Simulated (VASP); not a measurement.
Here is the system:

```xyz
3
Lattice="2.2906 -3.9674 0.0000 2.2906 3.9674 0.0000 0.0000 0.0000 7.0288" Properties=species:S:1:pos:R:3 pbc="T T T"
Pb     0.0000     0.0000     0.0000
I      2.2906     1.3225     1.8893
I      2.2906    -1.3225     5.1395
```

Computed with rev-vdW-DF2, VASP's PBE PAW potentials (set 64) (plane waves; VASP). Settings: 520 eV cut-off, Gaussian smearing of 0.050 eV, potentials Pb_d I.

Unless said otherwise, spin-orbit coupling is left out, though it shifts the bands of the heavy elements here.

Task: Give the energies of bands 8 to 17 at the high-symmetry points, in eV from the valence-band maximum.

Result: 
```
band      Γ      M      K      A      L      H
----  -----  -----  -----  -----  -----  -----
8     -7.01  -7.44  -7.53  -6.83  -7.47  -7.51
9     -1.21  -2.84  -2.40  -1.90  -3.29  -2.90
10    -0.94  -2.36  -2.40  -1.09  -1.76  -2.90
11    -0.94  -1.99  -2.23  -1.09  -1.67  -2.60
12    -0.88  -1.60  -1.61  -0.69  -1.36  -0.72
13    -0.88  -0.72  -1.61  -0.69  -1.11  -0.72
14    -0.70  -0.37  -0.78   0.00  -0.67  -0.14
15     2.42   2.75   4.11   2.13   3.08   3.19
16     3.27   3.54   4.11   3.08   3.61   3.19
17     3.27   4.53   4.43   3.08   3.99   4.00
```

The gap is direct, 2.13 eV, from the valence maximum at A to the conduction minimum at A.

Measured: gap 2.40 eV (computed value off by -0.27 eV), as given by Wikipedia, List of semiconductor materials.

The compound is PbI2 in the 1T layered structure. It was relaxed first.
